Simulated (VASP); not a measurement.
## GeRh under strain

How does the pressure of GeRh answer to a change of volume? The bands are shown for each cell. All runs use r2SCAN. Left out of this account: 1 further run (self-consistent run: a reference on another mesh). The start is a computed cell from the Materials Project.

Program: VASP 6.6.1. Level of theory: r2SCAN; plane waves and PAW (Ge_d, Rh_pv). Results are calculated unless marked as measured.

Report form: the programs' logs are mostly left out.

### Step 1. Set-up

It takes space group P2_13 (No. 198, cubic). Conventional cell: a = 4.908 Å, b = 4.908 Å, c = 4.908 Å, α = 90.00°, β = 90.00°, γ = 90.00°. Nearest to Ge lie 4 Rh at 2.42 to 2.47 Å. Rh has 4 Ge at 2.42 to 2.47 Å nearest. Farther neighbours are not listed.

Structure file:

```cif
data_structure
_symmetry_space_group_name_H-M 'P 1'
_symmetry_Int_Tables_number 1
_cell_length_a 4.9084
_cell_length_b 4.9084
_cell_length_c 4.9084
_cell_angle_alpha 90.000
_cell_angle_beta 90.000
_cell_angle_gamma 90.000
_cell_volume 118.25
loop_
_atom_site_label
_atom_site_type_symbol
_atom_site_fract_x
_atom_site_fract_y
_atom_site_fract_z
_atom_site_occupancy
Ge1 Ge 0.16628 0.33372 0.66628 1
Ge2 Ge 0.33372 0.66628 0.16628 1
Ge3 Ge 0.66628 0.16628 0.33372 1
Ge4 Ge 0.83372 0.83372 0.83372 1
Rh5 Rh 0.88221 0.61779 0.38221 1
Rh6 Rh 0.61779 0.38221 0.88221 1
Rh7 Rh 0.38221 0.88221 0.61779 1
Rh8 Rh 0.11779 0.11779 0.11779 1
```

### Step 2. Bands, cell as listed

Levels along the symmetry lines show where the bands peak and cross; KPOINTS_OPT computes them in the converged potential. r2SCAN adds the kinetic-energy density, costs more than a GGA and is run with LASPH.

INCAR reads:

```
SYSTEM = GeRh
PREC = Accurate
ENCUT = 410
EDIFF = 1E-06
NELM = 100
ISMEAR = -1
SIGMA = 0.05
LREAL = .FALSE.
ALGO = Normal
METAGGA = R2SCAN
LASPH = .TRUE.
NBANDS = 83
LORBIT = 11
LWAVE = .FALSE.
LCHARG = .FALSE.
KPAR = 8
```

POSCAR reads:

```
GeRh
1.0
    4.9083890300      0.0000000000      0.0000000000
    0.0000000000      4.9083890300      0.0000000000
    0.0000000000      0.0000000000      4.9083890300
Ge Rh
4 4
Direct
    0.1662818700      0.3337181300      0.6662818700
    0.3337181300      0.6662818700      0.1662818700
    0.6662818700      0.1662818700      0.3337181300
    0.8337181300      0.8337181300      0.8337181300
    0.8822094400      0.6177905600      0.3822094400
    0.6177905600      0.3822094400      0.8822094400
    0.3822094400      0.8822094400      0.6177905600
    0.1177905600      0.1177905600      0.1177905600
```

KPOINTS reads:

```
Automatic mesh
0
Gamma
6 6 6
0 0 0
```

KPOINTS_OPT reads:

```
Line mode
12
Line-mode
Reciprocal
  0.00000000   0.00000000   0.00000000 GAMMA
  0.00000000   0.50000000   0.00000000 X

  0.00000000   0.50000000   0.00000000 X
  0.50000000   0.50000000   0.00000000 M

  0.50000000   0.50000000   0.00000000 M
  0.00000000   0.00000000   0.00000000 GAMMA

  0.00000000   0.00000000   0.00000000 GAMMA
  0.50000000   0.50000000   0.50000000 R

  0.50000000   0.50000000   0.50000000 R
  0.00000000   0.50000000   0.00000000 X

  0.50000000   0.50000000   0.00000000 M
  0.50000000   0.50000000   0.50000000 R
```

Potentials, in the order of the species: Ge_d and Rh_pv (PBE family, release 64).

Command:

```
mpirun -np 8 vasp_std
```

Run time: 1.9 min. Hardware: 8 MPI ranks of Intel Xeon Platinum 8259CL at 2.50GHz (Skylake/Cascade Lake), shared host; peak memory 2.8 GiB; 15 min of CPU time.

Spin-orbit coupling is off here; it would split degenerate levels. The PAW data sets were made with PBE, which is usual practice but a small mismatch for other functionals.

This step gave:

```yaml
scf_cycles: 13
electrons: 116
bands: 83
irreducible_k_points: 24
symmetry_operations: 12
free_energy_toten: -155.9829 eV
energy_at_zero_smearing: -155.9780 eV
fermi_energy: 10.04 eV
pressure: -1.037 GPa
metallic: yes
```

Electronic bands along the path, in eV, zero at the Fermi level; # counts the bands kept:

```tsv
point	#21	#22	#23	#24	#25	#26	#27	#28
Γ	-1.27	-1.27	-0.25	-0.25	-0.25	2.25	2.25	2.25
0.45 of the way	-1.30	-0.75	-0.69	-0.40	0.82	1.63	2.01	2.22
X	-0.97	-0.97	-0.76	-0.76	1.29	1.29	1.58	1.58
0.45 of the way	-1.29	-1.29	-0.60	-0.60	1.36	1.36	2.18	2.18
M	-1.66	-1.66	0.15	0.15	0.43	0.43	2.04	2.04
0.45 of the way	-1.49	-1.01	-0.83	-0.29	0.89	1.35	2.02	2.38
Γ	-1.27	-1.27	-0.25	-0.25	-0.25	2.25	2.25	2.25
0.45 of the way	-1.60	-1.03	-0.84	-0.16	0.52	1.52	1.54	2.66
R	-1.70	-1.70	-0.38	-0.38	-0.38	-0.38	3.85	3.85
0.45 of the way	-1.58	-1.58	-0.52	-0.52	0.67	0.67	2.14	2.14
X	-0.97	-0.97	-0.76	-0.76	1.29	1.29	1.58	1.58
jump to M	-1.66	-1.66	0.15	0.15	0.43	0.43	2.04	2.04
0.45 of the way	-1.73	-1.73	-0.30	-0.30	0.24	0.24	2.44	2.44
R	-1.70	-1.70	-0.38	-0.38	-0.38	-0.38	3.85	3.85
```

Of the projections kept (Ge, Rh), the largest for each band there; the rest of the weight can lie on other orbitals:

```tsv
point	#21	#22	#23	#24	#25	#26	#27	#28
Γ	Rh 0.84	Rh 0.84	Rh 0.90	Rh 0.90	Rh 0.90	Rh 0.56	Rh 0.56	Rh 0.56
X	Rh 0.87	Rh 0.87	Rh 0.95	Rh 0.95	Rh 0.72	Rh 0.72	Rh 0.75	Rh 0.75
M	Rh 0.94	Rh 0.94	Rh 0.80	Rh 0.80	Rh 0.76	Rh 0.76	Rh 0.71	Rh 0.71
Γ	Rh 0.84	Rh 0.84	Rh 0.90	Rh 0.90	Rh 0.90	Rh 0.56	Rh 0.56	Rh 0.56
R	Rh 0.95	Rh 0.95	Rh 0.93	Rh 0.93	Rh 0.93	Rh 0.93	Ge 0.75	Ge 0.75
X	Rh 0.87	Rh 0.87	Rh 0.95	Rh 0.95	Rh 0.72	Rh 0.72	Rh 0.75	Rh 0.75
```

There is no gap at this level.

### Step 3. Bands, volume times 1.04

The cell is expanded evenly, with fractional positions held.

INCAR is that of step 2.

Changes to POSCAR since step 2:

```diff
@@ -2,5 +2,5 @@
 1.0
-    4.9083890300      0.0000000000      0.0000000000
-    0.0000000000      4.9083890300      0.0000000000
-    0.0000000000      0.0000000000      4.9083890300
+    4.9729805034      0.0000000000      0.0000000000
+    0.0000000000      4.9729805034      0.0000000000
+    0.0000000000      0.0000000000      4.9729805034
 Ge Rh
```

KPOINTS is that of step 2.

KPOINTS_OPT is that of step 2.

Command:

```
mpirun -np 8 vasp_std
```

Elapsed: 4 min, on 8 MPI ranks; peak memory 3 GiB; 28 min of CPU time.

This step gave:

* SCF cycles: 15
* free energy (TOTEN): -155.8744 eV
* energy at zero smearing: -155.8691 eV
* Fermi energy: 9.446 eV
* pressure: -7.745 GPa

The electronic bands at the labelled points (eV, zero at the Fermi level; # counts the bands kept):

```tsv
point	#22	#23	#24	#25	#26	#27	#28	#29
Γ	-1.21	-1.21	-0.26	-0.26	-0.26	2.15	2.15	2.15
0.45 of the way	-1.23	-0.71	-0.66	-0.39	0.76	1.56	1.91	2.10
X	-0.91	-0.91	-0.73	-0.73	1.20	1.20	1.52	1.52
0.45 of the way	-1.22	-1.22	-0.57	-0.57	1.31	1.31	2.07	2.07
M	-1.56	-1.56	0.16	0.16	0.38	0.38	1.92	1.92
0.45 of the way	-1.41	-0.96	-0.78	-0.28	0.85	1.23	1.91	2.28
Γ	-1.21	-1.21	-0.26	-0.26	-0.26	2.15	2.15	2.15
0.55 of the way	-1.55	-1.22	-0.75	-0.23	0.42	1.32	1.60	2.20
R	-1.60	-1.60	-0.35	-0.35	-0.35	-0.35	3.70	3.70
0.55 of the way	-1.38	-1.38	-0.51	-0.51	0.91	0.91	1.81	1.81
X	-0.91	-0.91	-0.73	-0.73	1.20	1.20	1.52	1.52
jump to M	-1.56	-1.56	0.16	0.16	0.38	0.38	1.92	1.92
0.55 of the way	-1.65	-1.65	-0.35	-0.35	0.14	0.14	2.49	2.49
R	-1.60	-1.60	-0.35	-0.35	-0.35	-0.35	3.70	3.70
```

Of the projections kept (Ge, Rh), the largest for each band there; the rest of the weight can lie on other orbitals:

```tsv
point	#22	#23	#24	#25	#26	#27	#28	#29
Γ	Rh 0.85	Rh 0.85	Rh 0.91	Rh 0.91	Rh 0.91	Rh 0.57	Rh 0.57	Rh 0.57
X	Rh 0.87	Rh 0.87	Rh 0.95	Rh 0.95	Rh 0.72	Rh 0.72	Rh 0.76	Rh 0.76
M	Rh 0.95	Rh 0.95	Rh 0.80	Rh 0.80	Rh 0.77	Rh 0.77	Rh 0.72	Rh 0.72
Γ	Rh 0.85	Rh 0.85	Rh 0.91	Rh 0.91	Rh 0.91	Rh 0.57	Rh 0.57	Rh 0.57
R	Rh 0.95	Rh 0.95	Rh 0.93	Rh 0.93	Rh 0.93	Rh 0.93	Ge 0.75	Ge 0.75
X	Rh 0.87	Rh 0.87	Rh 0.95	Rh 0.95	Rh 0.72	Rh 0.72	Rh 0.76	Rh 0.76
```

Force by atom:

```tsv
atom	x (eV/Å)	y (eV/Å)	z (eV/Å)	size
Ge1	0.061	-0.061	0.061	0.105
Ge2	-0.061	0.061	0.061	0.105
Ge3	0.061	0.061	-0.061	0.105
Ge4	-0.061	-0.061	-0.061	0.105
Rh5	0.178	-0.178	0.178	0.307
Rh6	-0.178	0.178	0.178	0.307
Rh7	0.178	0.178	-0.178	0.307
Rh8	-0.178	-0.178	-0.178	0.307
```

 The pressure is -7.75 GPa.

For the pressure, step 2 gave -1.04 GPa; this run, with cell volume +4.0 %, gives -7.75 GPa.

### Step 4. Bands, volume times 1.08

INCAR is that of step 3.

Changes to POSCAR since step 3:

```diff
@@ -2,5 +2,5 @@
 1.0
-    4.9729805034      0.0000000000      0.0000000000
-    0.0000000000      4.9729805034      0.0000000000
-    0.0000000000      0.0000000000      4.9729805034
+    5.0359363069      0.0000000000      0.0000000000
+    0.0000000000      5.0359363069      0.0000000000
+    0.0000000000      0.0000000000      5.0359363069
 Ge Rh
```

KPOINTS is that of step 3.

KPOINTS_OPT is that of step 3.

Command:

```
mpirun -np 8 vasp_std
```

Wall time 5.6 min (8 MPI ranks); peak memory 3.3 GiB.

This step gave:

| Item | Value |
| --- | --- |
| free energy (TOTEN) | -155.5844 eV |
| energy at zero smearing | -155.5785 eV |
| Fermi energy | 8.893 eV |
| pressure | -13.12 GPa |

Electronic bands along the path, in eV, zero at the Fermi level; # counts the bands kept:

```tsv
point	#22	#23	#24	#25	#26	#27	#28	#29
Γ	-1.15	-1.15	-0.27	-0.27	-0.27	2.05	2.05	2.05
0.45 of the way	-1.16	-0.68	-0.63	-0.39	0.71	1.50	1.82	1.99
X	-0.86	-0.86	-0.69	-0.69	1.12	1.12	1.47	1.47
0.55 of the way	-1.24	-1.24	-0.46	-0.46	1.16	1.16	2.09	2.09
M	-1.48	-1.48	0.17	0.17	0.34	0.34	1.81	1.81
0.45 of the way	-1.33	-0.91	-0.74	-0.28	0.81	1.12	1.80	2.20
Γ	-1.15	-1.15	-0.27	-0.27	-0.27	2.05	2.05	2.05
0.45 of the way	-1.42	-0.92	-0.75	-0.13	0.39	1.33	1.40	2.39
R	-1.51	-1.51	-0.33	-0.33	-0.33	-0.33	3.56	3.56
0.45 of the way	-1.41	-1.41	-0.46	-0.46	0.58	0.58	1.92	1.92
X	-0.86	-0.86	-0.69	-0.69	1.12	1.12	1.47	1.47
jump to M	-1.48	-1.48	0.17	0.17	0.34	0.34	1.81	1.81
0.45 of the way	-1.54	-1.54	-0.26	-0.26	0.20	0.20	2.19	2.19
R	-1.51	-1.51	-0.33	-0.33	-0.33	-0.33	3.56	3.56
```

Of the projections kept (Ge, Rh), the largest for each band there; the rest of the weight can lie on other orbitals:

```tsv
point	#22	#23	#24	#25	#26	#27	#28	#29
Γ	Rh 0.85	Rh 0.85	Rh 0.91	Rh 0.91	Rh 0.91	Rh 0.57	Rh 0.57	Rh 0.57
X	Rh 0.88	Rh 0.88	Rh 0.96	Rh 0.96	Rh 0.73	Rh 0.73	Rh 0.76	Rh 0.76
M	Rh 0.95	Rh 0.95	Rh 0.80	Rh 0.80	Rh 0.77	Rh 0.77	Rh 0.73	Rh 0.73
Γ	Rh 0.85	Rh 0.85	Rh 0.91	Rh 0.91	Rh 0.91	Rh 0.57	Rh 0.57	Rh 0.57
R	Rh 0.95	Rh 0.95	Rh 0.93	Rh 0.93	Rh 0.93	Rh 0.93	Ge 0.74	Ge 0.74
X	Rh 0.88	Rh 0.88	Rh 0.96	Rh 0.96	Rh 0.73	Rh 0.73	Rh 0.76	Rh 0.76
```

Force by atom:

```tsv
atom	x (eV/Å)	y (eV/Å)	z (eV/Å)	size
Ge1	0.120	-0.120	0.120	0.209
Ge2	-0.120	0.120	0.120	0.209
Ge3	0.120	0.120	-0.120	0.209
Ge4	-0.120	-0.120	-0.120	0.209
Rh5	0.317	-0.317	0.317	0.549
Rh6	-0.317	0.317	0.317	0.549
Rh7	0.317	0.317	-0.317	0.549
Rh8	-0.317	-0.317	-0.317	0.549
```

 The pressure is -13.12 GPa.

Between step 2 and this run (cell volume +8.0 %) the value for the pressure moves from -1.04 GPa to -13.1 GPa.

### Step 5. Bands, sheared, principal strains -3.7, +0.8, +3.0 %

The cell is sheared at fixed volume, which lowers its symmetry.

INCAR is that of step 4.

Changes to POSCAR since step 4:

```diff
@@ -2,5 +2,5 @@
 1.0
-    5.0359363069      0.0000000000      0.0000000000
-    0.0000000000      5.0359363069      0.0000000000
-    0.0000000000      0.0000000000      5.0359363069
+    4.9693350000      0.0377330000      0.0355050000
+    0.0377330000      4.7512940000      0.0817410000
+    0.0355050000      0.0817410000      5.0104410000
 Ge Rh
```

KPOINTS is that of step 4.

KPOINTS_OPT reads:

```
Line mode
12
Line-mode
Reciprocal
 -0.50000000   0.00000000   0.00000000 X
  0.00000000   0.00000000   0.00000000 GAMMA

  0.00000000   0.00000000   0.00000000 GAMMA
  0.00000000   0.00000000  -0.50000000 Y

 -0.50000000   0.00000000  -0.50000000 L
  0.00000000   0.00000000   0.00000000 GAMMA

  0.00000000   0.00000000   0.00000000 GAMMA
  0.00000000  -0.50000000   0.00000000 Z

 -0.50000000  -0.50000000   0.00000000 N
  0.00000000   0.00000000   0.00000000 GAMMA

  0.00000000   0.00000000   0.00000000 GAMMA
  0.00000000  -0.50000000  -0.50000000 M

 -0.50000000  -0.50000000  -0.50000000 R
  0.00000000   0.00000000   0.00000000 GAMMA
```

Command:

```
mpirun -np 8 vasp_std
```

It took 10 min on 8 MPI ranks; peak memory 7.6 GiB.

The path and its labels are those of the sheared lattice, so a letter need not mean the same point as in the unstrained cell.

This step gave:

- irreducible k-points: 112
- symmetry operations: 1
- free energy (TOTEN): -155.8515 eV
- energy at zero smearing: -155.8464 eV
- Fermi energy: 10.04 eV
- pressure: -0.4142 GPa

The electronic bands at the labelled points (eV, zero at the Fermi level; # counts the bands kept):

```tsv
point	#21	#22	#23	#24	#25	#26	#27	#28
X	-1.05	-1.00	-0.79	-0.73	1.11	1.17	1.73	1.84
0.45 of the way	-1.33	-0.78	-0.70	-0.49	0.89	1.70	1.81	2.21
Γ	-1.28	-1.06	-0.31	-0.28	-0.20	2.06	2.26	2.39
0.45 of the way	-1.20	-0.77	-0.56	-0.37	0.78	1.52	2.01	2.23
Y	-0.92	-0.78	-0.76	-0.66	1.39	1.44	1.48	1.56
jump to L	-1.53	-1.53	0.16	0.21	0.50	0.53	2.09	2.20
0.45 of the way	-1.41	-0.98	-0.81	-0.27	0.95	1.30	2.18	2.47
Γ	-1.28	-1.06	-0.31	-0.28	-0.20	2.06	2.26	2.39
0.45 of the way	-1.34	-0.82	-0.75	-0.40	0.95	1.48	2.10	2.24
Z	-1.08	-1.01	-0.83	-0.74	1.22	1.27	1.36	1.57
jump to N	-1.80	-1.78	0.01	0.07	0.35	0.37	1.91	2.06
0.45 of the way	-1.60	-1.07	-0.88	-0.29	0.81	1.30	1.85	2.42
Γ	-1.28	-1.06	-0.31	-0.28	-0.20	2.06	2.26	2.39
0.55 of the way	-1.48	-1.02	-0.88	-0.26	0.97	1.36	1.89	2.17
M	-1.67	-1.66	0.09	0.16	0.43	0.49	1.82	2.08
jump to R	-1.67	-1.66	-0.51	-0.40	-0.32	-0.30	3.71	3.77
0.45 of the way	-1.61	-1.30	-0.84	-0.17	0.52	1.20	1.62	2.24
Γ	-1.28	-1.06	-0.31	-0.28	-0.20	2.06	2.26	2.39
```

Of the projections kept (Ge, Rh), the largest for each band there; the rest of the weight can lie on other orbitals:

```tsv
point	#21	#22	#23	#24	#25	#26	#27	#28
X	Rh 0.87	Rh 0.87	Rh 0.93	Rh 0.93	Rh 0.74	Rh 0.72	Rh 0.73	Rh 0.72
Γ	Rh 0.88	Rh 0.88	Rh 0.89	Rh 0.91	Rh 0.90	Rh 0.57	Rh 0.56	Rh 0.56
Y	Rh 0.93	Rh 0.92	Rh 0.91	Rh 0.89	Rh 0.71	Rh 0.77	Rh 0.67	Rh 0.75
L	Rh 0.95	Rh 0.95	Rh 0.77	Rh 0.77	Rh 0.73	Rh 0.73	Rh 0.70	Rh 0.69
Γ	Rh 0.88	Rh 0.88	Rh 0.89	Rh 0.91	Rh 0.90	Rh 0.57	Rh 0.56	Rh 0.56
Z	Rh 0.86	Rh 0.85	Rh 0.96	Rh 0.96	Rh 0.74	Rh 0.74	Rh 0.74	Rh 0.74
```

Force by atom:

```tsv
atom	x (eV/Å)	y (eV/Å)	z (eV/Å)	size
Ge1	0.187	0.287	0.121	0.364
Ge2	0.037	-0.295	0.119	0.321
Ge3	0.200	-0.129	-0.047	0.242
Ge4	0.055	0.330	0.010	0.335
Rh5	-0.132	0.226	0.171	0.313
Rh6	-0.094	-0.273	0.092	0.303
Rh7	-0.045	-0.355	-0.185	0.403
Rh8	-0.208	0.209	-0.281	0.407
```

 The pressure is -0.41 GPa, and the symmetry operations fall from 12 to 1.

### Step 6. Bands, volume times 0.96

The cell is compressed evenly, with fractional positions held.

INCAR is that of step 5.

Changes to POSCAR since step 5:

```diff
@@ -2,5 +2,5 @@
 1.0
-    4.9693350000      0.0377330000      0.0355050000
-    0.0377330000      4.7512940000      0.0817410000
-    0.0355050000      0.0817410000      5.0104410000
+    4.8420513165      0.0000000000      0.0000000000
+    0.0000000000      4.8420513165      0.0000000000
+    0.0000000000      0.0000000000      4.8420513165
 Ge Rh
```

KPOINTS is that of step 5.

KPOINTS_OPT reads:

```
Line mode
12
Line-mode
Reciprocal
  0.00000000   0.00000000   0.00000000 GAMMA
  0.00000000   0.50000000   0.00000000 X

  0.00000000   0.50000000   0.00000000 X
  0.50000000   0.50000000   0.00000000 M

  0.50000000   0.50000000   0.00000000 M
  0.00000000   0.00000000   0.00000000 GAMMA

  0.00000000   0.00000000   0.00000000 GAMMA
  0.50000000   0.50000000   0.50000000 R

  0.50000000   0.50000000   0.50000000 R
  0.00000000   0.50000000   0.00000000 X

  0.50000000   0.50000000   0.00000000 M
  0.50000000   0.50000000   0.50000000 R
```

Command:

```
mpirun -np 8 vasp_std
```

Run time: 2.6 min. Hardware: 8 MPI ranks; peak memory 2.7 GiB.

This step gave:

- SCF cycles: 14
- irreducible k-points: 24
- symmetry operations: 12
- free energy (TOTEN): -155.8614 eV
- energy at zero smearing: -155.8569 eV
- Fermi energy: 10.69 eV
- pressure: 7.975 GPa

Electronic bands along the path, in eV, zero at the Fermi level; # counts the bands kept:

```tsv
point	#21	#22	#23	#24	#25	#26	#27	#28
Γ	-1.34	-1.34	-0.24	-0.24	-0.24	2.36	2.36	2.36
0.45 of the way	-1.38	-0.79	-0.71	-0.40	0.88	1.71	2.12	2.35
X	-1.02	-1.02	-0.80	-0.80	1.39	1.39	1.64	1.64
0.55 of the way	-1.47	-1.47	-0.53	-0.53	1.29	1.29	2.46	2.46
M	-1.76	-1.76	0.13	0.13	0.47	0.47	2.18	2.18
0.55 of the way	-1.55	-0.95	-0.85	-0.26	0.84	1.53	2.02	2.60
Γ	-1.34	-1.34	-0.24	-0.24	-0.24	2.36	2.36	2.36
0.55 of the way	-1.74	-1.36	-0.85	-0.26	0.54	1.49	1.78	2.50
R	-1.80	-1.80	-0.40	-0.40	-0.40	-0.40	4.01	4.01
0.45 of the way	-1.67	-1.67	-0.55	-0.55	0.72	0.72	2.27	2.27
X	-1.02	-1.02	-0.80	-0.80	1.39	1.39	1.64	1.64
jump to M	-1.76	-1.76	0.13	0.13	0.47	0.47	2.18	2.18
0.45 of the way	-1.84	-1.84	-0.32	-0.32	0.27	0.27	2.58	2.58
R	-1.80	-1.80	-0.40	-0.40	-0.40	-0.40	4.01	4.01
```

Of the projections kept (Ge, Rh), the largest for each band there; the rest of the weight can lie on other orbitals:

```tsv
point	#21	#22	#23	#24	#25	#26	#27	#28
Γ	Rh 0.83	Rh 0.83	Rh 0.90	Rh 0.90	Rh 0.90	Rh 0.55	Rh 0.55	Rh 0.55
X	Rh 0.86	Rh 0.86	Rh 0.94	Rh 0.94	Rh 0.71	Rh 0.71	Rh 0.75	Rh 0.75
M	Rh 0.94	Rh 0.94	Rh 0.80	Rh 0.80	Rh 0.76	Rh 0.76	Rh 0.70	Rh 0.70
Γ	Rh 0.83	Rh 0.83	Rh 0.90	Rh 0.90	Rh 0.90	Rh 0.55	Rh 0.55	Rh 0.55
R	Rh 0.94	Rh 0.94	Rh 0.92	Rh 0.92	Rh 0.92	Rh 0.92	Ge 0.75	Ge 0.75
X	Rh 0.86	Rh 0.86	Rh 0.94	Rh 0.94	Rh 0.71	Rh 0.71	Rh 0.75	Rh 0.75
```

Force by atom:

```tsv
atom	x (eV/Å)	y (eV/Å)	z (eV/Å)	size
Ge1	-0.103	0.103	-0.103	0.178
Ge2	0.103	-0.103	-0.103	0.178
Ge3	-0.103	-0.103	0.103	0.178
Ge4	0.103	0.103	0.103	0.178
Rh5	-0.187	0.187	-0.187	0.325
Rh6	0.187	-0.187	-0.187	0.325
Rh7	-0.187	-0.187	0.187	0.325
Rh8	0.187	0.187	0.187	0.325
```

 The pressure is 7.97 GPa.

Between step 2 and this run (cell volume -4.0 %) the value for the pressure moves from -1.04 GPa to 7.97 GPa.

### Step 7. Bands, volume times 0.92

The cell is scaled evenly once more. A prediction first. A parabola through the 4 pressures of evenly scaled cells so far, P = -0.92 -196.6 t +502 t² GPa with t = ln(V/V₁) and V₁ the volume at scale 1, gives 18.96 GPa at t = -0.0834.

INCAR is that of step 6.

Changes to POSCAR since step 6:

```diff
@@ -2,5 +2,5 @@
 1.0
-    4.8420513165      0.0000000000      0.0000000000
-    0.0000000000      4.8420513165      0.0000000000
-    0.0000000000      0.0000000000      4.8420513165
+    4.7738443253      0.0000000000      0.0000000000
+    0.0000000000      4.7738443253      0.0000000000
+    0.0000000000      0.0000000000      4.7738443253
 Ge Rh
```

KPOINTS is that of step 6.

KPOINTS_OPT is that of step 6.

Command:

```
mpirun -np 8 vasp_std
```

It took 2.3 min on 8 MPI ranks; peak memory 2.7 GiB; 18 min of CPU time.

This step gave:

| Quantity | Value |
| --- | --- |
| free energy (TOTEN) | -155.4450 eV |
| energy at zero smearing | -155.4407 eV |
| Fermi energy | 11.40 eV |
| pressure | 19.19 GPa |

(Part 1 of 2 ends here.)

[Lines on the potential files, build, host, timing and source positions are cut from VASP's logs without a mark.]

[Logs are printed without paths, hosts, clocks, repeated set-up lines and the standing remarks that a program may print on its own settings, such as how far it seeks lower states.]

[Hosts, paths, dates, database ids (printed as entryN), source tags and the programs' standing remarks are cut or masked in the printed files.]

[A measured line is paired with the nearest computed mode of its activity, which favours agreement.]
